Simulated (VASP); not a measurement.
VASP ran on this input.

### KPOINTS
```
Automatic mesh
0
Gamma
5 5 5
0 0 0
```

### INCAR
```
ENCUT = 400
SIGMA = 0.01   ! width (eV)
ALGO = Normal
SYSTEM = Li2Se
GGA = PE   ! PBE
LREAL = .False.   ! projection in real space or not
LASPH = .True.
LMAXMIX = 4   ! l cut-off of mixed one-centre charges
PREC = Accurate
EDIFF = 1E-6   ! SCF stop (eV)
ISMEAR = 0   ! Gaussian
LCHARG = .False.
LWAVE = .False.
ISIF = 2
NELM = 100
```

File POSCAR:
```
Li2Se
4.2529550
  0.0000000000   0.7071067058   0.7071067058
  0.7071067058   0.0000000000   0.7071067058
  0.7071067058   0.7071067058   0.0000000000
Li Se
2 1
Cartesian
  1.0606600587   1.0606600587   1.0606600587
  0.3535533529   0.3535533529   0.3535533529
  0.0000000000   0.0000000000   0.0000000000
```

POTCAR, in this order: Li_sv Se (PBE.64 set). Program: vasp_std.

**Question.** Write an equivalent input for Ansatz.

**Answer.** One equivalent input (not run):
Ansatz 0.2 input:
```yaml
crystal:
  lattice:
    - [0.0000000, 3.0072930, 3.0072930]
    - [3.0072930, 0.0000000, 3.0072930]
    - [3.0072930, 3.0072930, 0.0000000]
  atoms:
    - { symbol: Li, position: [0.7500000, 0.7500000, 0.7500000] }
    - { symbol: Li, position: [0.2500000, 0.2500000, 0.2500000] }
    - { symbol: Se, position: [0.0000000, 0.0000000, 0.0000000] }
kpoints:
  mp_grid: { grid: [5, 5, 5] }
hamiltonian:
  xc: pbe
  pseudopotentials: { kind: paw }
scf:
  occupations: { method: gaussian, width: 0.01 }
  max_iter: 100
output: { forces: true, stress: true, eigenvalues: true }
```
Limits of the translation: each code has its own PAW files, so the cut-off isn't converted (ENCUT is set for VASP's; basis.ecutwfc is left out, and Ansatz then takes the one that its files recommend); Ansatz stops its SCF on the density residual and VASP on the energy change (EDIFF).

The structure comes from a computed database's Li2Se entry; how it stands against other phases isn't given here. The cell was not relaxed at this level.
